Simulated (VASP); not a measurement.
VASP input:

**INCAR**
```
SYSTEM  =  TaN
PREC  =  Accurate; ENCUT  =  520; LREAL  =  F
LASPH  =  T
EDIFF  =  1E-6; NELM  =  100; ALGO  =  Normal
LMAXMIX  =  6; LMIXTAU  =  T
ISMEAR  =  0; SIGMA  =  0.05
METAGGA  =  R2SCAN
IBRION  =  2; NSW  =  60; ISIF  =  3
EDIFFG  =  -0.01
LWAVE  =  F; LCHARG  =  F
```

POSCAR:
```
TaN
1
    2.8732180000     0.0000000000     0.0000000000
    0.0000000000     2.8732180000     0.0000000000
    0.0000000000     0.0000000000     2.8732180000
Ta N
1 1
Direct
  0.0000000000   0.0000000000   0.0000000000
  0.5000000000   0.5000000000   0.5000000000
```

File KPOINTS:
```
Automatic
0
gamma
  8 8 8
0 0 0
```

POTCAR, in this order: Ta_pv N (PBE.64 set). Program: vasp_std.

Q: Translate this r2SCAN calculation to Ansatz.

A: One equivalent input (not run):
Ansatz 0.2 input:
```yaml
crystal:
  lattice:
    - [2.8732180, 0.0000000, 0.0000000]
    - [0.0000000, 2.8732180, 0.0000000]
    - [0.0000000, 0.0000000, 2.8732180]
  atoms:
    - { symbol: Ta, position: [0.0000000, 0.0000000, 0.0000000] }
    - { symbol: N, position: [0.5000000, 0.5000000, 0.5000000] }
kpoints:
  mp_grid: { grid: [8, 8, 8] }
hamiltonian:
  xc: r2scan
  pseudopotentials: { kind: paw }
scf:
  occupations: { method: gaussian, width: 0.05 }
  max_iter: 100
relax:
  max_steps: 60
  f_tol: 0.01
  cell: {}
output: { forces: true, stress: true, eigenvalues: true }
```
What does not carry over: each code has its own PAW files, so the cut-off isn't converted (ENCUT is set for VASP's; basis.ecutwfc is left out, and Ansatz then takes the one that its files recommend); Ansatz stops its SCF on the density residual and VASP on the energy change (EDIFF).

The structure was generated: TaN was put into the CsCl type (Pm-3m), which need not be its known phase. This run relaxes it. Symmetry was kept, so distortions that lower it aren't found.
